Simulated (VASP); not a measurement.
Input:

```
CELL_PARAMETERS angstrom
      4.80971    -2.50058     0.01208
      4.80971     2.50058     0.01208
      3.49928     0.00000     4.14022
ATOMIC_POSITIONS crystal
  Fe 0.85561 0.85561 0.85561
  Fe 0.35561 0.35561 0.35561
  Fe 0.14439 0.14439 0.14439
  Fe 0.64439 0.64439 0.64439
  O  0.44233 0.05767 0.75000
  O  0.05767 0.75000 0.44233
  O  0.55767 0.94233 0.25000
  O  0.25000 0.55767 0.94233
  O  0.94233 0.25000 0.55767
  O  0.75000 0.44233 0.05767
```
Starting moments (μB, in the order of the record's atoms Fe Fe Fe Fe O O O O O O): 3.9 -3.9 3.9 -3.9 0.0 0.0 0.0 0.0 0.0 0.0.

Calculation: r2SCAN meta-GGA, VASP's PBE PAW potentials (set 64) (plane waves; VASP). Numerical set-up: 520 eV cut-off, 6×6×6 Γ-centred mesh, tetrahedra with Blöchl corrections, potentials Fe O.

Task: Give the spin-up energies of bands 26 to 39 at the high-symmetry points, in eV from the valence-band maximum.

Result: 
```
band      Γ      T     H2      L     S0      F
----  -----  -----  -----  -----  -----  -----
26    -2.63  -2.75  -2.61  -2.55  -2.59  -2.58
27    -2.63  -2.73  -2.35  -2.40  -2.29  -2.51
28    -2.01  -2.73  -2.29  -2.31  -2.19  -2.30
29    -2.01  -2.38  -1.84  -1.67  -1.94  -2.09
30    -1.30  -2.38  -1.77  -1.45  -1.67  -1.67
31    -0.59  -0.67  -1.05  -0.80  -1.02  -1.15
32    -0.59  -0.67  -0.81  -0.73  -0.89  -0.99
33    -0.41  -0.34  -0.62  -0.28  -0.49  -0.57
34    -0.41  -0.34  -0.16  -0.20  -0.14  -0.28
35     1.69   1.78   1.54   1.52   1.52   1.51
36     1.99   1.78   1.68   1.56   1.68   1.73
37     1.99   1.83   1.82   1.92   1.76   2.02
38     2.08   1.86   2.06   1.95   2.04   2.04
39     2.12   2.33   2.16   2.26   2.20   2.14
```

Task: Give the spin-down energies of bands 26 to 39 at the high-symmetry points, in eV from the valence-band maximum.

Result: 
| band | Γ | T | H2 | L | S0 | F |
|---|---|---|---|---|---|---|
| 26 | -2.63 | -2.75 | -2.61 | -2.55 | -2.59 | -2.58 |
| 27 | -2.63 | -2.73 | -2.35 | -2.40 | -2.29 | -2.51 |
| 28 | -2.01 | -2.73 | -2.29 | -2.31 | -2.19 | -2.30 |
| 29 | -2.01 | -2.38 | -1.84 | -1.67 | -1.94 | -2.09 |
| 30 | -1.30 | -2.38 | -1.77 | -1.45 | -1.67 | -1.67 |
| 31 | -0.59 | -0.67 | -1.05 | -0.80 | -1.02 | -1.15 |
| 32 | -0.59 | -0.67 | -0.81 | -0.73 | -0.89 | -0.99 |
| 33 | -0.41 | -0.34 | -0.62 | -0.28 | -0.49 | -0.57 |
| 34 | -0.41 | -0.34 | -0.16 | -0.20 | -0.14 | -0.28 |
| 35 | 1.69 | 1.78 | 1.54 | 1.52 | 1.52 | 1.51 |
| 36 | 1.99 | 1.78 | 1.68 | 1.56 | 1.68 | 1.73 |
| 37 | 1.99 | 1.83 | 1.82 | 1.92 | 1.76 | 2.02 |
| 38 | 2.08 | 1.86 | 2.06 | 1.95 | 2.04 | 2.04 |
| 39 | 2.12 | 2.33 | 2.16 | 2.26 | 2.20 | 2.14 |

The gap is indirect, 1.50 eV, from the valence maximum at (-0.33, 0.33, 0.17) to the conduction minimum at (-0.33, 0.17, 0.17).

The compound is Fe2O3 in the corundum structure. It was relaxed first.
